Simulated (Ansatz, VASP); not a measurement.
# Sn2C: VASP beside Ansatz, part 2 of 2

Wanted: the spread between two codes on one cell, functional and k mesh. The cell is generated by rule, not measured, and may not be a known phase. The cell is taken from a series of runs on this material, whose earlier steps may have relaxed, scaled, displaced or heated it; both programs get it as it stands.

VASP 6.6.1 and Ansatz 0.2.0.

So far: The starting structure; Ansatz: zone-centre phonons, PBEsol.

## 3. VASP: zone-centre phonons, PBEsol

Level of this step: PBEsol; plane waves and PAW (C, Sn_d); invented cell (VASP).

The same cell, functional, mesh and smearing now go to VASP, with its own data sets.

Lines of VASP's logs that name or quote its potential files are left out, and so is its time.

File INCAR:

```
SYSTEM = Sn2C
PREC = Accurate
ENCUT = 600
EDIFF = 1E-08
NELM = 120
ISMEAR = 1
SIGMA = 0.2
LREAL = .FALSE.
ALGO = Normal
GGA = PS
NBANDS = 22
LORBIT = 11
LWAVE = .FALSE.
LCHARG = .FALSE.
ISIF = 2
IBRION = 8
LASPH = .TRUE.
GGA_COMPAT = .FALSE.
KPAR = 2
```

File POSCAR:

```
Sn2C
1.0
    0.0000000000      3.1280718686      3.1280718686
    3.1280718686      0.0000000000      3.1280718686
    3.1280718686      3.1280718686      0.0000000000
C Sn
1 2
Direct
    0.0000000000      0.0000000000      0.0000000000
    0.2500000000      0.2500000000      0.2500000000
    0.7500000000      0.7500000000      0.7500000000
```

File KPOINTS:

```
Automatic mesh
0
Gamma
12 12 12
0 0 0
```

Potentials, in the order of the species: C and Sn_d (PBE family, release 64).

The run is started by

```sh
$ mpirun -np 2 vasp_std
```

Numbers of over 12 decimals in the logs are rounded to 6 here.

What it wrote:

```text
[banner, memory and clock lines left out]
running    2 mpi-ranks, on    1 nodes
 distrk:  each k-point on    1 cores,    2 groups
 distr:  one band on    1 cores,    1 groups

 POSCAR found type information on POSCAR C Sn
 POSCAR found :  2 types and       3 ions
|                                                                             |
|               ----> ADVICE to this user running VASP <----                  |
|                                                                             |
|     You enforced a specific xc type in the INCAR file but a different       |
|     [... a line on the potential file left out ...]
|     I HOPE YOU KNOW WHAT YOU ARE DOING!                                     |
|                                                                             |

 LDA part: xc-table for (Slater+PW92), standard interpolation
 POSCAR, INCAR and KPOINTS ok, starting setup
 FFT: planning ... GRIDC
 FFT: planning ... GRID_SOFT
 FFT: planning ... GRID
 WAVECAR not read
 entering main loop
       N       E                     dE             d eps       ncg     rms          rms(c)
DAV:   1     0.261732390921E+03    0.26173E+03   -0.17804E+04  3210   0.245E+03
DAV:   2     0.154894108719E+02   -0.24624E+03   -0.23832E+03  3198   0.508E+02
DAV:   3    -0.136392334660E+02   -0.29129E+02   -0.27759E+02  3908   0.149E+02
DAV:   4    -0.149070050309E+02   -0.12678E+01   -0.12529E+01  3468   0.324E+01
DAV:   5    -0.149489331360E+02   -0.41928E-01   -0.41917E-01  4118   0.597E+00    0.478E+00
DAV:   6    -0.142615734315E+02    0.68736E+00   -0.20323E+00  4336   0.119E+01    0.300E+00
DAV:   7    -0.141311974209E+02    0.13038E+00   -0.40867E-01  3586   0.368E+00    0.130E+00
DAV:   8    -0.141244048786E+02    0.67925E-02   -0.20550E-01  3350   0.188E+00    0.508E-01
DAV:   9    -0.141140458328E+02    0.10359E-01   -0.14451E-02  3832   0.890E-01    0.117E-01
DAV:  10    -0.141145075003E+02   -0.46167E-03   -0.42886E-03  3474   0.346E-01    0.345E-02
DAV:  11    -0.141145029321E+02    0.45682E-05   -0.13894E-04  4500   0.740E-02    0.113E-02
DAV:  12    -0.141145004556E+02    0.24765E-05   -0.15911E-05  3774   0.233E-02    0.835E-03
DAV:  13    -0.141144984963E+02    0.19593E-05   -0.16578E-06  3630   0.587E-03    0.283E-03
DAV:  14    -0.141144982573E+02    0.23896E-06   -0.37271E-07  3644   0.418E-03    0.361E-04
DAV:  15    -0.141144982587E+02   -0.13133E-08   -0.44765E-08  2880   0.112E-03
   1 F= -.14114498E+02 E0= -.14115284E+02  d E =0.235581E-02
 Linear response reoptimize wavefunctions to high precision
DAV:   1    -0.141144982558E+02    0.28426E-08   -0.28634E-09  2478   0.708E-04
DAV:   2    -0.141144982560E+02   -0.13461E-09   -0.90874E-10  1848   0.224E-04
DAV:   3    -0.141144982559E+02    0.43656E-10   -0.13994E-10  1812   0.124E-04
 Linear response DOF=           2
 Linear response progress:
  Degree of freedom:   1/  2
       N       E                     dE             d eps       ncg     rms          rms(c)
RMM:   1    -0.106790096085E+00   -0.10679E+00    0.39842E-02 12611   0.134E+00
RMM:   2    -0.103811983235E+00    0.29781E-02   -0.35323E-03 11202   0.297E-01    0.509E-02
RMM:   3    -0.103955624284E+00   -0.14364E-03   -0.15989E-04 12825   0.812E-02    0.293E-02
RMM:   4    -0.104073416896E+00   -0.11779E-03   -0.42625E-05 12841   0.429E-02    0.908E-03
RMM:   5    -0.104056000926E+00    0.17416E-04   -0.21612E-06 13137   0.110E-02    0.204E-03
RMM:   6    -0.104054464843E+00    0.15361E-05   -0.14818E-07 13108   0.235E-03    0.105E-03
RMM:   7    -0.104055832717E+00   -0.13679E-05   -0.93277E-09 13123   0.830E-04    0.381E-04
RMM:   8    -0.104057420182E+00   -0.15875E-05    0.20544E-08 13316   0.307E-04    0.592E-05
RMM:   9    -0.104057333231E+00    0.86951E-07    0.76744E-08 13581   0.112E-04    0.212E-05
RMM:  10    -0.104057300318E+00    0.32913E-07    0.32975E-08 13802   0.403E-05    0.706E-06
RMM:  11    -0.104057286221E+00    0.14098E-07    0.48901E-08 13715   0.185E-05    0.160E-06
RMM:  12    -0.104057284743E+00    0.14775E-08   -0.32590E-09 12795   0.101E-05    0.650E-07
 first order change of Fermi-energy   0.11890E-02
 force on displaced ion       1 direction 1 :   0.292   0.000   0.000
 Linear response progress:
  Degree of freedom:   2/  2
       N       E                     dE             d eps       ncg     rms          rms(c)
RMM:   1    -0.213892401586E+00   -0.21389E+00    0.54209E-01 15473   0.101E+01
RMM:   2    -0.219838517701E+00   -0.59461E-02   -0.17447E-02 21581   0.103E+00    0.485E-02
RMM:   3    -0.219899073866E+00   -0.60556E-04   -0.13518E-03 22097   0.290E-01    0.200E-02
RMM:   4    -0.219769713423E+00    0.12936E-03   -0.97367E-05 23420   0.822E-02    0.877E-03
RMM:   5    -0.219743474864E+00    0.26239E-04    0.14449E-05 23028   0.257E-02    0.397E-03
RMM:   6    -0.219741862382E+00    0.16125E-05    0.12502E-05 23254   0.810E-03    0.102E-03
RMM:   7    -0.219745647536E+00   -0.37852E-05    0.72589E-06 23466   0.301E-03    0.323E-04
RMM:   8    -0.219744149322E+00    0.14982E-05    0.44901E-06 23634   0.112E-03    0.108E-04
RMM:   9    -0.219743754178E+00    0.39514E-06    0.31027E-06 24759   0.469E-04    0.553E-05
RMM:  10    -0.219743705662E+00    0.48516E-07    0.14703E-06 24779   0.213E-04    0.184E-05
RMM:  11    -0.219743654300E+00    0.51361E-07    0.87352E-07 24907   0.108E-04    0.919E-06
RMM:  12    -0.219743699172E+00   -0.44871E-07    0.42549E-07 25148   0.604E-05    0.205E-06
RMM:  13    -0.219743697715E+00    0.14565E-08    0.28672E-07 23648   0.384E-05    0.182E-06
RMM:  14    -0.219743678353E+00    0.19362E-07    0.12959E-07 22931   0.286E-05    0.486E-07
RMM:  15    -0.219743656914E+00    0.21439E-07    0.86492E-08 22137   0.229E-05    0.871E-07
RMM:  16    -0.219743678969E+00   -0.22055E-07    0.38655E-08 16808   0.195E-05    0.170E-07
RMM:  17    -0.219743680136E+00   -0.11670E-08    0.31978E-08 11500   0.176E-05    0.215E-07
 first order change of Fermi-energy  -0.77033E-04
 force on displaced ion       2 direction 1 :  -3.380  -0.000  -0.000
 Linear response finished
```

From OUTCAR (step 3):

```text
ion  position               nearest neighbor table
   1  0.000  0.000  0.000-   2 2.71   3 2.71   3 2.71   3 2.71   3 2.71   2 2.71   2 2.71   2 2.71

  LATTYP: Found a face centered cubic cell.
 ALAT       =     6.2561437372

 Subroutine GETGRP returns: Found 48 space group operations
 (whereof 48 operations were pure point group operations)

The static configuration has the point symmetry O_h .

 Found     72 irreducible k-points:

   k-points           NKPTS =     72   k-points in BZ     NKDIM =     72   number of bands    NBANDS=     22

   dimension x,y,z NGX =    36 NGY =   36 NGZ =   36
   dimension x,y,z NGXF=    72 NGYF=   72 NGZF=   72

   ENCUT  =  600.0 eV  44.10 Ry    6.64 a.u.   8.84  8.84  8.84*2*pi/ulx,y,z

   NELECT =      32.0000    total number of electrons

 k-points in reciprocal lattice and weights: Automatic mesh
   0.00000000  0.00000000  0.00000000       0.001
   0.08333333  0.00000000  0.00000000       0.005
   0.16666667  0.00000000  0.00000000       0.005
   0.25000000  0.00000000  0.00000000       0.005
   0.33333333  0.00000000  0.00000000       0.005
   0.41666667  0.00000000  0.00000000       0.005
   0.50000000  0.00000000  0.00000000       0.002
   0.08333333  0.08333333  0.00000000       0.003
   0.16666667  0.08333333  0.00000000       0.014
[...]
-0.33333333  0.50000000  0.16666667       0.007
  -0.25000000  0.50000000  0.25000000       0.003

 average (electrostatic) potential at core
       1 -48.0069       2 -98.9427       3 -98.9427

  Total        0.0096343      0.0096343      0.0096343     -0.0000000      0.0000000     -0.0000000
  in kB        0.2521573      0.2521573      0.2521573     -0.0000000      0.0000000     -0.0000000
  external PRESSURE =       0.2521573 kB  Pullay stress =       0.0000000 kB

  energy-cutoff  :      600.00
  volume of cell :       61.22
      direct lattice vectors                 reciprocal lattice vectors
     0.000000000  3.128071869  3.128071869    -0.159842875  0.159842875  0.159842875
     3.128071869  0.000000000  3.128071869     0.159842875 -0.159842875  0.159842875
     3.128071869  3.128071869  0.000000000     0.159842875  0.159842875 -0.159842875

 POSITION                                       TOTAL-FORCE (eV/Angst)
 -----------------------------------------------------------------------------------
      0.00000      0.00000      0.00000         0.000000     -0.000000      0.000000
      1.56404      1.56404      1.56404         0.000000      0.000000      0.000000
      4.69211      4.69211      4.69211        -0.000000     -0.000000     -0.000000
 -----------------------------------------------------------------------------------
    total drift:                                0.000000      0.000000      0.000000

 Eigenvectors and eigenvalues of the dynamical matrix
 ----------------------------------------------------

   1 f  =    3.768723 THz    23.679585 2PiTHz  125.711070 cm-1    15.586179 meV
             X         Y         Z           dx          dy          dz
      0.000000  0.000000  0.000000    -0.000000    0.000000   -0.000000
      1.564036  1.564036  1.564036    -0.704748    0.057707   -0.000000
      4.692108  4.692108  4.692108     0.704748   -0.057707   -0.000000

   2 f  =    3.768723 THz    23.679585 2PiTHz  125.711070 cm-1    15.586179 meV
             X         Y         Z           dx          dy          dz
      0.000000  0.000000  0.000000    -0.000000    0.000000   -0.000000
      1.564036  1.564036  1.564036    -0.057707   -0.704748    0.000000
      4.692108  4.692108  4.692108     0.057707    0.704748    0.000000

   3 f  =    3.768723 THz    23.679585 2PiTHz  125.711070 cm-1    15.586179 meV
             X         Y         Z           dx          dy          dz
      0.000000  0.000000  0.000000    -0.000000   -0.000000   -0.000000
      1.564036  1.564036  1.564036     0.000000    0.000000   -0.707107
      4.692108  4.692108  4.692108    -0.000000   -0.000000    0.707107

   4 f  =    0.012094 THz     0.075990 2PiTHz    0.403419 cm-1     0.050018 meV
             X         Y         Z           dx          dy          dz
      0.000000  0.000000  0.000000    -0.025430   -0.134912    0.165079
      1.564036  1.564036  1.564036    -0.081798   -0.433951    0.530986
      4.692108  4.692108  4.692108    -0.081798   -0.433951    0.530986

   5 f  =    0.012094 THz     0.075990 2PiTHz    0.403419 cm-1     0.050018 meV
             X         Y         Z           dx          dy          dz
      0.000000  0.000000  0.000000     0.025536    0.163125    0.137249
      1.564036  1.564036  1.564036     0.082137    0.524700    0.441467
      4.692108  4.692108  4.692108     0.082137    0.524700    0.441467

   6 f  =    0.012094 THz     0.075990 2PiTHz    0.403419 cm-1     0.050018 meV
             X         Y         Z           dx          dy          dz
      0.000000  0.000000  0.000000     0.211661   -0.035889    0.003275
      1.564036  1.564036  1.564036     0.680818   -0.115440    0.010536
      4.692108  4.692108  4.692108     0.680818   -0.115440    0.010536

   7 f/i=    2.494827 THz    15.675461 2PiTHz   83.218472 cm-1    10.317771 meV
             X         Y         Z           dx          dy          dz
      0.000000  0.000000  0.000000    -0.039718    0.000818    0.975870
      1.564036  1.564036  1.564036     0.006174   -0.000127   -0.151695
      4.692108  4.692108  4.692108     0.006174   -0.000127   -0.151695

   8 f/i=    2.494827 THz    15.675461 2PiTHz   83.218472 cm-1    10.317771 meV
             X         Y         Z           dx          dy          dz
      0.000000  0.000000  0.000000     0.027531    0.976290    0.000302
      1.564036  1.564036  1.564036    -0.004280   -0.151761   -0.000047
      4.692108  4.692108  4.692108    -0.004280   -0.151761   -0.000047

   9 f/i=    2.494827 THz    15.675461 2PiTHz   83.218472 cm-1    10.317771 meV
             X         Y         Z           dx          dy          dz
      0.000000  0.000000  0.000000    -0.975482    0.027521   -0.039725
      1.564036  1.564036  1.564036     0.151635   -0.004278    0.006175
      4.692108  4.692108  4.692108     0.151635   -0.004278    0.006175

 ELASTIC MODULI CONTR FROM IONIC RELAXATION (kBar)
 Direction    XX          YY          ZZ          XY          YZ          ZX
 --------------------------------------------------------------------------------
 XX          -0.0000     -0.0000      0.0000     -0.0000     -0.0000      0.0000
 YY          -0.0000     -0.0000     -0.0000      0.0000     -0.0000      0.0000
 ZZ           0.0000     -0.0000     -0.0000      0.0000      0.0000      0.0000
 XY          -0.0000      0.0000      0.0000     -0.4831     -0.0000     -0.0000
 YZ          -0.0000     -0.0000      0.0000     -0.0000     -0.4831      0.0000
 ZX           0.0000      0.0000      0.0000     -0.0000      0.0000     -0.4831
 --------------------------------------------------------------------------------
```

Energies printed during the response cycles are not total energies of the cell.

## 4. Side by side

Known differences besides the potentials themselves: the cutoff is 420 eV in Ansatz and 600 eV in VASP; Ansatz makes its cores anew for this functional, VASP keeps those of its PBE data sets. Total energies have different zeros and are not compared.

The two programs side by side:

```
                                                   quantity  Ansatz   VASP  difference
optical mode 1 to 3 (imaginary, printed as negative) (cm⁻¹)   -89.3  -83.2        -6.0
                                 optical mode 4 to 6 (cm⁻¹)   125.6  125.7     -0.12 %
```

Modes are paired by rising frequency, not by their patterns, so a pair may set unlike modes beside each other; they are those without the splitting of longitudinal modes.

## 5. Summary of results

```yaml
r_m_s_difference_of_the_optical_zone_centre_modes_each_program_s_sorted_by_frequency_zone_centre_phonons_pbesol: 4.3 cm⁻¹
```

The r.m.s. difference of the optical zone-centre modes, each program's sorted by frequency is 4.3 cm⁻¹ (zone-centre phonons, PBEsol). VASP runs on this material, other cells and data sets included, that failed, so that no pair exists: relaxation of cell and atoms, PBEsol (timeout). 3 further pairs of this series are not shown here. How closely two codes agree says nothing of how well the functional describes the real material.

[Lines on the potential files, build, host, timing and source positions are cut from VASP's logs without a mark.]

[Logs are printed without paths, hosts, clocks, repeated set-up lines and the standing remarks that a program may print on its own settings, such as how far it seeks lower states.]

[Hosts, paths, dates, database ids (printed as entryN), source tags and the programs' standing remarks are cut or masked in the printed files.]
